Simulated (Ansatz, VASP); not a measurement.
# ZnIn in two plane-wave programs, part 2 of 2

One calculation is typed for both programs; each brings its own data sets. How far apart do they land? The cell is generated by rule, not measured, and may not be a known phase. Of the first pair: The cell is taken from a series of runs on this material, whose earlier steps may have relaxed, scaled, displaced or heated it; both programs get it as it stands.

VASP 6.6.1 and Ansatz 0.2.0.

So far: The structure; VASP: relaxation of cell and atoms, PBEsol, pair 1; Ansatz: relaxation of cell and atoms, PBEsol, pair 1; Comparison.

## (5) Ansatz: relaxation of cell and atoms, PBEsol, pair 2

Level of this step: Ansatz beside VASP: Kohn-Sham DFT, plane waves, PBEsol (Ansatz).

The relaxed volume is the usual yardstick between codes: in a stiff, nearly cubic crystal its relative difference is about their pressure difference at one cell divided by the bulk modulus. Its start cell is another than that of the pair before, and may be another structure of the material.

The two relaxations start from unlike cells of this crystal (the structure described is Ansatz's start), so only their ends are compared.

Input file input.yaml:

```yaml
crystal:
  lattice:
    - [-2.51326, 0.0, 2.51326]
    - [0.0, 2.51326, 2.51326]
    - [-2.51326, 2.51326, 0.0]
  atoms:
    - { symbol: In, position: [0.0, 0.0, 0.0] }
    - { symbol: Zn, position: [0.5, 0.5, 0.5] }
kpoints:
  mp_grid: { grid: [8, 8, 8] }
hamiltonian:
  xc: pbesol
scf:
  occupations: { method: gaussian, width: 0.1 }
output:
  forces: true
  stress: true
  eigenvalues: true
relax:
  adjacent_minimum: "off"
  f_tol: 0.05
  max_steps: 80
  cell: { stress_tol: 0.5 }
```

The run is started by

```bash
> ansatz run input.yaml --threads 2 --pin off --max-ram 5120MiB --backend cpu --events-out ev --progress --plain --runs-dir out
```

Numbers of over 12 decimals in the logs are rounded to 6 here.

Output:

```text
[...]
Crystal: 2 atoms, lattice volume = 31.750 Å³
Basis set: ecut = 420 eV, 609 PW (Γ), exchange–correlation on 48×48×48 points (8 copies of the dense FFT grid, shifted against one another)
Bands: 17, of which v1, the nominal top of the filled ones, is band 13 counted from 1 (12 counted from 0)
Symmetry: 48 space group operations
[...]
k-points: 29 of 512
[...]
k-point 28: bands = [... 9 lower, 2.3469, 5.9287, 6.4905, 7.4649, 7.4649, 16.3072, 16.4773, 18.5736]
--- Relaxed structure (6 steps of the walk, 6 accepted, 2 SCFs on fresh bases) ---
[...]
cell:  # Å, volume = 43.3277 Å³
    - [-2.787695, 0, 2.787695]
    - [0, 2.787695, 2.787695]
    - [-2.787695, 2.787695, 0]
  atoms:
    - { symbol: In, position: [0, 0, 0] }
    - { symbol: Zn, position: [0.5, 0.5, 0.5] }
[key lines of the parts left out:]
SCF converged after 4 iterations
Free energy (F): -8805.928967 eV
Fermi energy:    9.663393 eV
P = ⅓ Tr σ = 0.0901 GPa (0.901 kbar)
```

## (6) VASP: relaxation of cell and atoms, PBEsol, pair 2

Its own start cell and the same functional, mesh and smearing now go to VASP, with its own data sets.

Input file INCAR:

```
SYSTEM = ZnIn
PREC = Accurate
ENCUT = 500
EDIFF = 1E-07
NELM = 120
ISMEAR = 0
SIGMA = 0.1
LREAL = .FALSE.
ALGO = Normal
GGA = PS
NBANDS = 18
LORBIT = 11
LWAVE = .FALSE.
LCHARG = .FALSE.
ISIF = 3
IBRION = 2
NSW = 80
EDIFFG = -0.005
LASPH = .TRUE.
GGA_COMPAT = .FALSE.
NELMIN = 4
```

Input file POSCAR:

```
ZnIn
1.0
   -2.7866061735      0.0000000000      2.7866061735
    0.0000000000      2.7866061735      2.7866061735
   -2.7866061735      2.7866061735      0.0000000000
In Zn
1 1
Direct
    0.0000000000      0.0000000000      0.0000000000
    0.5000000000      0.5000000000      0.5000000000
```

Input file KPOINTS:

```
Automatic mesh
0
Gamma
8 8 8
0 0 0
```

PAW data sets: In_d and Zn (PBE family, release 64).

The run is started by

```bash
> mpirun -np 1 vasp_std
```

Output:

```text
[banner, memory and clock lines left out]
running    1 mpi-ranks, on    1 nodes
[...]
[... a notice as in an earlier step ...]

 LDA part: xc-table for (Slater+PW92), standard interpolation
 POSCAR, INCAR and KPOINTS ok, starting setup
[...]
entering main loop
       N       E                     dE             d eps       ncg     rms          rms(c)
DAV:   1     0.157093935927E+03    0.15709E+03   -0.12197E+04  1044   0.188E+03
DAV:   2     0.441436608739E+01   -0.15268E+03   -0.15022E+03  1048   0.348E+02
DAV:   3    -0.418868128130E+01   -0.86030E+01   -0.85797E+01  1228   0.963E+01
DAV:   4    -0.436290872169E+01   -0.17423E+00   -0.17414E+00  1246   0.134E+01
[...]
DAV:  11    -0.418869280389E+01   -0.64602E-06   -0.50814E-06  1760   0.308E-02    0.520E-03
DAV:  12    -0.418869299440E+01   -0.19051E-06   -0.45016E-07  1092   0.572E-03    0.256E-03
DAV:  13    -0.418869302369E+01   -0.29291E-07   -0.33427E-08   620   0.260E-03
   1 F= -.41886930E+01 E0= -.41861115E+01  d E =-.418869E+01
[...]
N       E                     dE             d eps       ncg     rms          rms(c)
DAV:   1    -0.419555905174E+01   -0.68661E-02   -0.11470E-01  1138   0.637E+00    0.550E-01
DAV:   2    -0.418967792423E+01    0.58811E-02   -0.18531E-02  1138   0.284E+00    0.181E-01
DAV:   3    -0.418899125926E+01    0.68666E-03   -0.11135E-03  1394   0.651E-01    0.786E-02
DAV:   4    -0.418886576392E+01    0.12550E-03   -0.10047E-04  1584   0.160E-01    0.465E-02
DAV:   5    -0.418883805037E+01    0.27714E-04   -0.22585E-05  1512   0.647E-02    0.105E-02
DAV:   6    -0.418883728187E+01    0.76850E-06   -0.22444E-06  1182   0.167E-02    0.349E-03
DAV:   7    -0.418883736617E+01   -0.84300E-07   -0.11800E-07   634   0.517E-03
   2 F= -.41888374E+01 E0= -.41862561E+01  d E =-.144342E-03
 trial-energy change:   -0.000144  1 .order   -0.000133   -0.000277    0.000010
 step:   0.9713(harm=  0.9648)  dis= 0.00000  next Energy=    -4.188838 (dE=-0.144E-03)
 reached required accuracy - stopping structural energy minimisation
```

OUTCAR, selected parts (step 6):

```text
  Total       -0.0022543     -0.0022543     -0.0022543      0.0000000     -0.0000000      0.0000000
  in kB       -0.0830858     -0.0830858     -0.0830858      0.0000000     -0.0000000      0.0000000
  external PRESSURE =      -0.0830858 kB  Pullay stress =       0.0000000 kB

 POSITION                                       TOTAL-FORCE (eV/Angst)
 -----------------------------------------------------------------------------------
     -2.79076      5.58152      2.79076         0.000000      0.000000      0.000000
     -2.79076      2.79076      2.79076        -0.000000     -0.000000     -0.000000
 -----------------------------------------------------------------------------------
    total drift:                               -0.000000      0.000000      0.000000

  FREE ENERGIE OF THE ION-ELECTRON SYSTEM (eV)
  ---------------------------------------------------
  free  energy   TOTEN  =        -4.1888373662 eV

  energy  without entropy=       -4.1836749115  energy(sigma->0) =       -4.18625614

[... 1 part as in an earlier step ...]

[... 3 further parts left out ...]
[key lines of the parts left out:]
E-fermi :   5.2027
```

The k-mesh is coarse for a metal.

## (7) Side by side

Compared:

```
                                         quantity  Ansatz   VASP  difference
                                      volume (Å³)   43.33  43.47     -0.33 %
edge a after relaxation, in the typed setting (Å)   3.942  3.947     -0.11 %
```

## (8) What came out

```json
{
  "difference in volume (relaxation of cell and atoms, PBEsol, pair 1)": "-0.16 %",
  "difference in volume (relaxation of cell and atoms, PBEsol, pair 2)": "-0.33 %"
}
```

The difference in volume is -0.33 % (relaxation of cell and atoms, PBEsol, pair 2), within the 1.2 % picked in this series as the mark of a large difference, as far as the stopping tolerances let one tell. 1 further run of this series is not shown here. How closely two codes agree says nothing of how well the functional describes the real material.

[Lines on the potential files, build, host, timing and source positions are cut from VASP's logs without a mark.]

[Logs are printed without paths, hosts, clocks, repeated set-up lines and the standing remarks that a program may print on its own settings, such as how far it seeks lower states.]

[Hosts, paths, dates, database ids (printed as entryN), source tags and the programs' standing remarks are cut or masked in the printed files.]
